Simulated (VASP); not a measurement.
All values below come from PBEsol GGA, VASP's PBE PAW potentials (set 64) (plane waves; VASP 6.6.1).

A VASP calculation is set up with these files.

### KPOINTS
```
Regular mesh
0
gamma
  12 12 12
```

### POSCAR
```
As
1.0
  3.2877113619  -1.8458710377  -0.1005706637
  3.2877113619   1.8458710377  -0.1005706637
  2.3448050274   0.0000000000   2.9543674532
As
2
Direct
  0.2363980130   0.2363980130   0.2363980131
  0.7636019870   0.7636019870   0.7636019869
```

**INCAR**
```
ALGO = Normal
EDIFF = 1E-7
EDIFFG = -0.01
ENCUT = 480
GGA = PS
IBRION = 2
ISIF = 3
ISMEAR = 1
LASPH = .TRUE.
LCHARG = .FALSE.
LMAXMIX = 4
LREAL = .FALSE.
LWAVE = .FALSE.
NELM = 100
NSW = 40
PREC = Accurate
PSTRESS = 100
SIGMA = 0.1
SYSTEM = As
```

POTCAR, in this order: As (PBE.64 set). Program: vasp_std.

Output

**OSZICAR**
```
       N       E                     dE             d eps       ncg     rms          rms(c)
DAV:   1     0.268616548393E+02    0.26862E+02   -0.42957E+03  3402   0.886E+02
DAV:   2    -0.903348277084E+01   -0.35895E+02   -0.34849E+02  5071   0.121E+02
DAV:   3    -0.101025283847E+02   -0.10690E+01   -0.10546E+01  3966   0.246E+01
DAV:   4    -0.101088904561E+02   -0.63621E-02   -0.63584E-02  4511   0.170E+00
DAV:   5    -0.101089055592E+02   -0.15103E-04   -0.15095E-04  3860   0.620E-02    0.386E+00
DAV:   6    -0.100900917852E+02    0.18814E-01   -0.40836E-03  3844   0.469E-01    0.230E+00
DAV:   7    -0.100798061613E+02    0.10286E-01   -0.86570E-03  3683   0.708E-01    0.679E-02
DAV:   8    -0.100798270078E+02   -0.20847E-04   -0.11003E-04  3640   0.852E-02    0.172E-02
DAV:   9    -0.100798329558E+02   -0.59480E-05   -0.95812E-06  4508   0.251E-02    0.685E-03
DAV:  10    -0.100798326066E+02    0.34924E-06   -0.10425E-06  3902   0.676E-03    0.927E-04
DAV:  11    -0.100798325898E+02    0.16793E-07   -0.57975E-08  1955   0.201E-03
   1 F= -.77873979E+01 E0= -.77874092E+01  d E =-.778740E+01
```

File OUTCAR:
```
------------------------ aborting loop because EDIFF is reached ----------------------------------------
  FORCE on cell =-STRESS in cart. coord.  units (eV):
  Direction    XX          YY          ZZ          XY          YZ          ZX
  --------------------------------------------------------------------------------------
  Total        2.2791272      2.2957043      2.2941248      0.0000000     -0.0000000     -0.0051168
  in kB       99.4195038    100.1426268    100.0737272      0.0000000     -0.0000000     -0.2232033
  external PRESSURE =      -0.1213807 kB  Pullay stress =     100.0000000 kB
  volume of cell :       36.73
      direct lattice vectors                 reciprocal lattice vectors
     3.287711362 -1.845871038 -0.100570664     0.148476702 -0.270874828 -0.117842118
     3.287711362  1.845871038 -0.100570664     0.148476702  0.270874828 -0.117842118
     2.344805027  0.000000000  2.954367453     0.010108695  0.000000000  0.330458921
 POSITION                                       TOTAL-FORCE (eV/Angst)
 -----------------------------------------------------------------------------------
      2.10872      0.00000      0.65086         0.008674      0.000000      0.002677
      6.81150      0.00000      2.10237        -0.008674      0.000000     -0.002677
 -----------------------------------------------------------------------------------
    total drift:                               -0.000000     -0.000000      0.000000
  FREE ENERGIE OF THE ION-ELECTRON SYSTEM (eV)
  ---------------------------------------------------
  free  energy   TOTEN  =       -10.0798325898 eV

  energy  without entropy=      -10.0798663357  energy(sigma->0) =      -10.07984384
  enthalpy is  TOTEN    =        -7.7873979021 eV   P V=        2.2924346876

 reached required accuracy - stopping structural energy minimisation
```
(Selected blocks of OUTCAR.)

The compound is As in the a7 structure. It was relaxed first under an external pressure of 10 GPa.
